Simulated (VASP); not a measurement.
Energy against volume of Yb (fcc). Method: PBEsol GGA, VASP's PBE PAW potentials (set 64) (plane waves; VASP 6.6.1). Run with 520 eV cut-off, 9×9×9 Γ-centred mesh, Gaussian smearing of 0.050 eV, potentials Yb_2.

The 4f electrons are frozen in the core of the lanthanide potential, so 4f levels, which can set the real gap, and their magnetism are missing.

| V (Å³/atom) | E (eV/atom) |
|---|---|
| 35.658 | -1.74323 |
| 36.761 | -1.74663 |
| 37.864 | -1.74619 |
| 38.967 | -1.74235 |

Fit these four points and predict the energy of the run at 34.556 Å³/atom.

A cubic in V^(−2/3), the third-order Birch-Murnaghan form, passes through the four points with V0 = 37.17 Å³/atom and B0 = 18 GPa, and gives -1.7355 eV/atom there. The run gave -1.7354 eV/atom, +0.1 meV/atom from the fit; all five points give B0 = 18 GPa.

The compound is Yb in the fcc structure. It was relaxed first, which changed the volume by -10 %.
